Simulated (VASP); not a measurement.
```
CELL_PARAMETERS angstrom
      6.00518     0.00000     0.00000
      0.00000     6.00518     0.00000
      0.00000     0.00000     6.00518
ATOMIC_POSITIONS crystal
  Cs 0.00000 0.00000 0.00000
  Pb 0.50000 0.50000 0.50000
  Br 0.50000 0.00000 0.50000
  Br 0.00000 0.50000 0.50000
  Br 0.50000 0.50000 0.00000
```

All values below come from PBE GGA, VASP's PBE PAW potentials (set 64) (plane waves; VASP 6.6.1). Numerical set-up: 400 eV cut-off, 4×4×4 Γ-centred mesh, tetrahedra with Blöchl corrections, potentials Cs_sv Pb_d Br.

The job: CsPbBr$_{3}$ (cubic perovskite), 5 atoms, PBE, static run, 400 eV, 4×4×4 Γ-centred mesh. Roughly how much core time does it take on a busy server core?

About 30 core-seconds (one run on a shared machine, a rough figure). It had 10 irreducible k-points, 26 bands, up to 3952 plane waves and 15 electronic steps.

The compound is CsPbBr3 in the cubic perovskite structure, the ideal cubic form; the compound distorts at low or room temperature. It was relaxed first, which changed the volume by +7 %.
